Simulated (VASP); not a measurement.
Given:

```xyz
2
Lattice="0.0000 2.1900 2.1900 2.1900 0.0000 2.1900 2.1900 2.1900 0.0000" Properties=species:S:1:pos:R:3 pbc="T T T"
Al     0.0000     0.0000     0.0000
N      1.0950     1.0950     1.0950
```

All values below come from PBE GGA with D3 dispersion (zero damping), VASP's PBE PAW potentials (set 64) (plane waves; VASP). Settings: 520 eV cut-off, 12×12×12 Γ-centred mesh, tetrahedra with Blöchl corrections, potentials Al N.

**Question.** Estimate the energy per atom (σ→0), band gap (on the k-mesh) with the smallest direct gap where there is one.

**Answer.** 
The band gap (on the k-mesh) is 3.31 eV and the smallest direct gap (on the k-mesh) is 4.12 eV. The energy per atom (σ→0) is -7.585 eV/atom.

The compound is AlN in the zinc blende structure, a metastable form; wurtzite is the usual one. The cell was not relaxed at this level.
